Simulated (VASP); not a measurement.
Data:

```
CELL_PARAMETERS angstrom
      0.00000     2.58107     2.58107
      2.58107     0.00000     2.58107
      2.58107     2.58107     0.00000
ATOMIC_POSITIONS crystal
  Pr 0.50000 0.50000 0.50000
  N  0.00000 0.00000 0.00000
```

Calculation: PBEsol GGA, VASP's PBE PAW potentials (set 64) (plane waves; VASP 6.6.1). Run with 520 eV cut-off, 11×11×11 Γ-centred mesh, first-order Methfessel-Paxton smearing of 0.10 eV, potentials Pr_3 N.

The 4f electrons are frozen in the core of the lanthanide potential, so 4f levels, which can set the real gap, and their magnetism are missing.

Q: Predict the energy per atom (σ→0), band gap (on the k-mesh) with the smallest direct gap where there is one.

A: 
```yaml
band gap (on the k-mesh): none (metal, semimetal or under 0.01 eV)
energy per atom (σ→0): -798.7 kJ/mol of atoms
```

Only differences to runs with the same potentials and settings are physical.

The structure comes from a computed database's PrN entry (Fm-3m); how it stands against other phases isn't given here. It was relaxed first. The start is the result of an earlier pass.
